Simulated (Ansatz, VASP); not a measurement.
## NiSb (Breithauptite): VASP beside Ansatz

Aim: how closely do two programs agree when they are given the same cell, functional and k mesh? The cell is taken from a series of runs on this material, whose earlier steps may have relaxed, scaled, displaced or heated it; both programs get it as it stands.

Program: Ansatz 0.2.0. Level of theory: plane waves, with VASP 6.6.1 beside it; relaxation of cell and atoms at r2SCAN. Results are calculated unless marked as measured.

**1. Starting point**

The structure is hexagonal, space group P6_3/mmc (No. 194). The conventional cell has a = 3.940 Å, b = 3.940 Å, c = 5.140 Å, α = 90.00°, β = 90.00°, γ = 120.00°. Nearest to Ni lie 2 Ni at 2.57 Å and 6 Sb at 2.61 Å. Nearest to Sb lie 6 Ni at 2.61 Å. Farther neighbours are not listed.

**2. Ansatz: relaxation of cell and atoms, r2SCAN**

Ansatz runs on its default PAW (the set named soft_2) files.

The relaxed volume is the usual yardstick between codes: in a stiff, nearly cubic crystal its relative difference is about their pressure difference at one cell divided by the bulk modulus.

File input.yaml:

```yaml
crystal:
  lattice:
    - [3.94, 0.0, 0.0]
    - [-1.97, 3.4121400909, 0.0]
    - [0.0, 0.0, 5.14]
  atoms:
    - { symbol: Ni, position: [0.0, 0.0, 0.0] }
    - { symbol: Ni, position: [0.0, 0.0, 0.5] }
    - { symbol: Sb, position: [0.3333333333, 0.6666666667, 0.25] }
    - { symbol: Sb, position: [0.6666666667, 0.3333333333, 0.75] }
kpoints:
  mp_grid: { grid: [12, 12, 8] }
hamiltonian:
  xc: r2scan
scf:
  occupations: { method: gaussian, width: 0.1 }
output:
  forces: true
  stress: true
  eigenvalues: true
  write_density: true
  write_potential: true
  elf: true
  volumetric_format: npy
relax:
  adjacent_minimum: "off"
  f_tol: 0.005
  max_steps: 60
  cell: { stress_tol: 0.03 }
```

On the command line:

```bash
ansatz run input.yaml --threads 4 --pin off --max-ram 8192MiB --backend cpu --events-out ev --progress --plain --runs-dir out
```

Numbers of over 12 decimals in the logs are rounded to 6 here.

What it wrote:

```text
Engine: ansatz 0.2.0, aarch64-unknown-linux-gnu
Pseudopotentials: kind: paw
Pseudopotential: Ni, paw, valence charge 18, recommended cutoff 500 eV (meta_gga), Ni.paw.azcp
Pseudopotential: Sb, paw, valence charge 15, recommended cutoff 500 eV (meta_gga), Sb.paw.azcp
Functional definition: r2SCAN
  parameter k0 = 0.174
  parameter k1 = 0.065
  parameter a1 = 4.9479
  exchange = r2scan_x(k0 = k0, k1 = k1, a1 = a1)
  correlation = r2scan_c
Crystal: 4 atoms, lattice volume = 69.101 Å³
Basis set: ecut = 500 eV, 1741 PW (Γ), exchange–correlation on 120×120×160 points (64 copies of the dense FFT grid, shifted against one another)
Bands: 40, of which v1, the nominal top of the filled ones, is band 33 counted from 1 (32 counted from 0)
Symmetry: 24 space group operations
Space group: P63/mmc (ITA 194), of the structure as read, at distance tolerance 4.1e-5 Å
k-points: 95 of 1152
Non-local potential: Ni, projectors of the file, l = 0: 3, l = 1: 2, l = 2: 3, l = 3: 1
Non-local potential: Sb, projectors of the file, l = 0: 2, l = 1: 2, l = 2: 2, l = 3: 2
PAW form: soft (Blöchl's): semilocal exchange-correlation on the pseudo side does not see the compensation charge
PAW frozen core: Ni, regenerated for the run's functional (the file was generated under x = pbe(κ = 0.804, μ = 0.219515), c = pbe(β = 0.066725))
PAW frozen core: Sb, regenerated for the run's functional (the file was generated under x = pbe(κ = 0.804, μ = 0.219515), c = pbe(β = 0.066725))
PAW one-centre angular grid: Ni, 590 points (default); XC on 160 Gauss nodes
PAW one-centre angular grid: Sb, 590 points (default); XC on 160 Gauss nodes
Initial density: superposition of atomic densities (neutral atoms: chi_scale 0, normalization atom), corrected by the library's trained network
Initial wavefunctions: pseudopotential atomic-orbital guess
Functional: x = r2scan, c = r2scan; τ floored in thin density (d = 2e-4 eV/Å³)
SCF iter   1: F=—  HF=-24689.743548 eV  |F-HF|=—  |Δ(HF+E_count)|=         —  Δρ=2.87e-2  dr2=4.56e-1  dr2_τ=1.02e-1  ethr=1.77e-3  ⟨swp⟩=6.4  Hψ=15043  notcnv=0  defer=10
preconditioner: auto → Kerker (q_TF=auto, 2.707 Å⁻¹)  [metal: Δε(μ)=0.056 eV  Ē_g=18.826 eV  σ=0.100 eV  W_gap=0.29  n_scr=22 (ndim 8)  ℏωp=31.6 eV  f_vac=0.007  D(μ)=1.20/eV (n_scr^D=2)]
SCF iter   2: F=—  HF=-24689.895305 eV  |F-HF|=—  |Δ(HF+E_count)|=   1.52e-1  Δρ=2.63e-2  dr2=2.65e-1  dr2_τ=2.43e-3  ethr=6.91e-4  ⟨swp⟩=2.4  Hψ=6268  notcnv=0  defer=194
SCF iter   3: F=—  HF=-24689.856828 eV  |F-HF|=—  |Δ(HF+E_count)|=   3.85e-2  Δρ=8.22e-3  dr2=3.79e-2  dr2_τ=1.64e-4  ethr=4.02e-4  ⟨swp⟩=2.0  Hψ=5118  notcnv=0  defer=194
SCF iter   4: F=—  HF=-24689.852880 eV  |F-HF|=—  |Δ(HF+E_count)|=   3.95e-3  Δρ=3.00e-3  dr2=2.70e-3  dr2_τ=4.67e-5  ethr=5.74e-5  ⟨swp⟩=1.1  Hψ=4543  notcnv=0  defer=194
SCF iter   5: F=—  HF=-24689.853106 eV  |F-HF|=—  |Δ(HF+E_count)|=   2.26e-4  Δρ=8.29e-4  dr2=2.88e-4  dr2_τ=1.04e-5  ethr=4.09e-6  ⟨swp⟩=2.0  Hψ=5544  notcnv=0  defer=194
SCF iter   6: F=—  HF=-24689.853223 eV  |F-HF|=—  |Δ(HF+E_count)|=   1.17e-4  Δρ=8.07e-4  dr2=2.99e-4  dr2_τ=9.29e-7  ethr=4.37e-7  ⟨swp⟩=2.0  Hψ=5954  notcnv=0  defer=194
SCF iter   7: F=—  HF=-24689.853228 eV  |F-HF|=—  |Δ(HF+E_count)|=   4.98e-6  Δρ=6.09e-4  dr2=1.61e-4  dr2_τ=6.78e-7  ethr=4.37e-7  ⟨swp⟩=1.0  Hψ=3606  notcnv=0  defer=194
SCF iter   8: F=—  HF=-24689.853215 eV  |F-HF|=—  |Δ(HF+E_count)|=   1.31e-5  Δρ=1.73e-4  dr2=1.12e-5  dr2_τ=3.33e-8  ethr=2.44e-7  ⟨swp⟩=1.0  Hψ=3620  notcnv=0  defer=194
SCF iter   9: F=—  HF=-24689.853213 eV  |F-HF|=—  |Δ(HF+E_count)|=   2.03e-6  Δρ=5.81e-5  dr2=1.24e-6  dr2_τ=4.54e-9  ethr=1.70e-8  ⟨swp⟩=2.1  Hψ=4484  notcnv=0  defer=194
SCF iter  10: F=-24689.853213 eV  HF=-24689.853213 eV  |F-HF|=2.64e-9  |Δ(HF+E_count)|=   7.35e-8  Δρ=7.26e-6  dr2=1.91e-8  dr2_τ=2.80e-10  ethr=1.52e-10  ⟨swp⟩=12.1  Hψ=32014  notcnv=0
SCF 1 converged in 10 iterations: F = -24689.853213 eV  dr2 = 1.91e-8
  greatest PAW one-centre occupation: 1.001 electrons in one spin orbital (limit 2), on the Ni atom at site 0 (counted from 0), in its partial waves of l = 1
relax step   1: F+E_penalty+E_count = -24689.85321292 eV  Δ(F+E_penalty+E_count) = +0.000e0 eV  max|allowed force component| = 3.701e-17 eV/Å  Δτ_max = 0.0000 Å  P = -1.030 GPa  Ω = 69.101 Å³  (10 SCF iters, dr2 threshold 1.00e-7 eV, accepted)
[...]
relax step   2: F+E_penalty+E_count = -24689.85534190 eV  Δ(F+E_penalty+E_count) = -2.129e-3 eV  max|allowed force component| = 1.850e-17 eV/Å  Δτ_max = 0.0000 Å  P = +0.247 GPa  Ω = 68.392 Å³  energy of the carried Pulay correction = +3.567e-4 eV  (7 SCF iters, dr2 threshold 4.00e-7 eV, accepted)
[...]
relax step   3: F+E_penalty+E_count = -24689.85540803 eV  Δ(F+E_penalty+E_count) = -6.613e-5 eV  max|allowed force component| = 1.850e-17 eV/Å  Δτ_max = 0.0000 Å  P = -0.005 GPa  Ω = 68.526 Å³  energy of the carried Pulay correction = +2.870e-4 eV  (6 SCF iters, dr2 threshold 2.40e-7 eV, accepted)
[...]
relax step   4: F+E_penalty+E_count = -24689.85513100 eV  Δ(F+E_penalty+E_count) = +2.770e-4 eV  max|allowed force component| = 4.626e-18 eV/Å  Δτ_max = 0.0000 Å  P = -0.009 GPa  Ω = 68.526 Å³  stress off target by 2.32e-2 GPa  SCF on the basis re-selected at this cell (its energy is not comparable with the rows above)  (8 SCF iters)
basis re-selected at this cell: Δ(F+E_penalty+E_count) = +2.770e-4 eV, ΔP = -0.004 GPa vs the last step (what re-selecting the basis moved, of the pressure what is left beyond the Pulay correction that the steps carried, after the strain that the cell walked since its last selection, with what the two solves' SCF thresholds leave and, on support functions, any second-order correction that the steps lacked; it is no m [...]
SCF converged after 8 iterations
Free energy (F): -24689.855131 eV
Harris-Foulkes:  -24689.855131 eV  (|F-HF|=7.28e-12)
Internal energy: -24689.848007 eV  (E = F + TS)
E sigma→0 (E₀):  -24689.851569 eV
Entropy (-TS):   -0.007124 eV (-1.781 meV/atom)
Fermi energy:    15.211801 eV
--- Per-component energies (eV) ---
  E_band       = -933.312274
  E_kinetic    = 985.966824
  E_local      = -11101.195526  (includes V_loc(G=0)·N_el)
  E_nonlocal   = 2020.152364
  E_hartree    = 4866.357872
  E_xc         = -413.356978
  E_vxc        = -441.232725  (∫ρ·V_xc dr)
  E_paw        = -12506.645104  (= ΣΔE_a)
  E_vpaw       = -2160.926504  (= ΣTr[D̂ρ^β])
  E_aug_tail   = 0.000464  (compensation charges beyond the density's cutoff)
  E_vtau       = 31.207013  (kinetic-family band-sum trace: ∫τ·v_τ [+ j·A + Jᵃ·Aᵃ] dr)
  E_ewald      = -8541.539858
  E_core_change = 0.411937  (= ΣΔE_core)
  E_smearing   = -0.007124  (= −TS)
  E_closure    = -0.000000  (closes the sum)
  Σ components = -24689.855131   (vs F -24689.855131, Δ=0.00e0)
--- Forces (eV/Å), atoms counted from 1 ---
  atom   1  Ni    -0.00000000     0.00000000     0.00000000
  atom   2  Ni    -0.00000000    -0.00000000     0.00000000
  atom   3  Sb     0.00000000     0.00000000     0.00000000
  atom   4  Sb     0.00000000     0.00000000    -0.00000000
  max |Σ_I F_I| component: 6.94e-18 eV/Å
--- Stress (GPa, compression-positive) ---
       -0.001812       0.000000       0.000000
       -0.000000      -0.001812      -0.000000
        0.000000      -0.000000      -0.023188
  P = ⅓ Tr σ = -0.0089 GPa (-0.089 kbar)
--- Band table (eV; the first three rows and the last of 95) ---
  k-point 0: bands = [... 29 lower, 13.7810, 15.1121, 15.7138, 15.7138, 17.7464, 17.7464, 18.7278, 19.4552, ... 3 higher]
  k-point 1: bands = [... 29 lower, 13.6538, 15.0391, 15.9163, 15.9163, 17.7398, 17.7398, 18.8815, 18.9876, ... 3 higher]
  k-point 2: bands = [... 29 lower, 13.4066, 14.8967, 16.3773, 16.3773, 17.7043, 17.7043, 17.9371, 19.3184, ... 3 higher]
  k-point 94: bands = [... 29 lower, 13.0201, 13.7577, 13.7577, 13.7783, 13.7783, 19.6541, 19.6541, 23.0213, ... 3 higher]
--- Relaxed structure (3 steps of the walk, 3 accepted, 1 SCFs on fresh bases) ---
  F+E_penalty+E_count = -24689.85513100 eV   max|allowed force component| = 4.626e-18 eV/Å   (the final SCF, on the basis selected at the relaxed cell)
  cell:  # Å, volume = 68.5262 Å³
    - [3.930780, 0, 4.378003089760634e-19]
    - [-1.965390, 3.404155, -2.1890015448803186e-19]
    - [5.711405046041861e-19, 0, 5.121162]
  atoms:
    - { symbol: Ni, position: [0, 0, 0] }
    - { symbol: Ni, position: [0, 0, 0.500000] }
    - { symbol: Sb, position: [0.333333, 0.666667, 0.250000] }
    - { symbol: Sb, position: [0.666667, 0.333333, 0.750000] }
```

Reading the cycles: dr2 is the Hartree energy of the density residual (eV), the measure of convergence; HF is the Harris–Foulkes estimate of the energy, which meets the free energy F at convergence.

[end of part 1 of 2]

[Lines on the potential files, build, host, timing and source positions are cut from VASP's logs without a mark.]

[Logs are printed without paths, hosts, clocks, repeated set-up lines and the standing remarks that a program may print on its own settings, such as how far it seeks lower states.]

[Hosts, paths, dates, database ids (printed as entryN), source tags and the programs' standing remarks are cut or masked in the printed files.]
